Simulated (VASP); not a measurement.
Input:

```xyz
2
Lattice="0.0000 2.9043 2.9043 2.9043 0.0000 2.9043 2.9043 2.9043 0.0000" Properties=species:S:1:pos:R:3 pbc="T T T"
Eu     0.0000     0.0000     0.0000
S      2.9043     2.9043     2.9043
```

Method: PBE GGA with D4 dispersion, VASP's PBE PAW potentials (set 64) (plane waves; VASP). Numerical set-up: 520 eV cut-off, 7×7×7 Γ-centred mesh, Gaussian smearing of 0.050 eV, potentials Eu_2 S.

The 4f electrons are frozen in the core of the lanthanide potential, so 4f levels, which can set the real gap, and their magnetism are missing.

**Question.** What does the run give for the energy per atom (σ→0)?

**Answer.** 
```yaml
energy per atom (σ→0): -5.624 eV/atom
```

Only differences to runs with the same potentials and settings are physical.

The compound is EuS in the rock salt structure. It was relaxed first, which changed the volume by -8 %. The start is the result of an earlier pass.
